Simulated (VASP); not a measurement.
An input for Quantum ESPRESSO's pw.x (written as the equivalent of a VASP run, and not itself run):

```
&CONTROL
  calculation = 'vc-relax'
  pseudo_dir = './pseudo'
  outdir = './out'
  tprnfor = .true.
  tstress = .true.
  nstep = 60
  forc_conv_thr = 0.00039
/
&SYSTEM
  ibrav = 0
  nat = 1
  ntyp = 1
  ecutwfc = 68
  occupations = 'smearing'
  smearing = 'methfessel-paxton'
  degauss = 0.00735
  input_dft = 'pbe'
/
&ELECTRONS
  conv_thr = 7.3e-08
  electron_maxstep = 100
/
&IONS
/
&CELL
/
ATOMIC_SPECIES
  Ca 40.078 Ca.upf
CELL_PARAMETERS angstrom
     0.0000000    2.7900000    2.7900000
     2.7900000    0.0000000    2.7900000
     2.7900000    2.7900000    0.0000000
ATOMIC_POSITIONS crystal
  Ca   0.0000000  0.0000000  0.0000000
K_POINTS automatic
  10 10 10 0 0 0
```

**Question.** Write the VASP files for the same calculation (PBE).

**Answer.** Several could match; the one computed here: 
### POSCAR
```
Ca
1
    0.0000000000     2.7900000000     2.7900000000
    2.7900000000     0.0000000000     2.7900000000
    2.7900000000     2.7900000000     0.0000000000
Ca
1
Direct
  0.0000000000   0.0000000000   0.0000000000
```

File KPOINTS:
```
Automatic mesh
0
Gamma
10 10 10
0 0 0
```

**INCAR**
```
# general
SYSTEM = Ca
PREC   = Accurate
ENCUT  = 480
LREAL  = F
LASPH  = T

# electronic loop
EDIFF  = 1E-6
NELM   = 100
ALGO   = Normal

# smearing
ISMEAR = 1
SIGMA  = 0.1

# functional
GGA    = PE

# ions
IBRION = 2
NSW    = 60
ISIF   = 3
EDIFFG = -0.01

# output
LWAVE  = F
LCHARG = F
```

POTCAR, in this order: Ca_sv (PBE.64 set). Program: vasp_std.

What does not carry over: the potentials are each code's own (VASP's PAW set, PseudoDojo norm-conserving files in pw.x), so ENCUT and ecutwfc are chosen apart and not converted; conv_thr bounds pw.x's estimated SCF error, while EDIFF bounds the energy change between steps; forc_conv_thr acts on force components and is met together with etot_conv_thr.

The compound is Ca in the fcc structure. This run relaxes it. Symmetry was kept, so distortions that lower it aren't found.
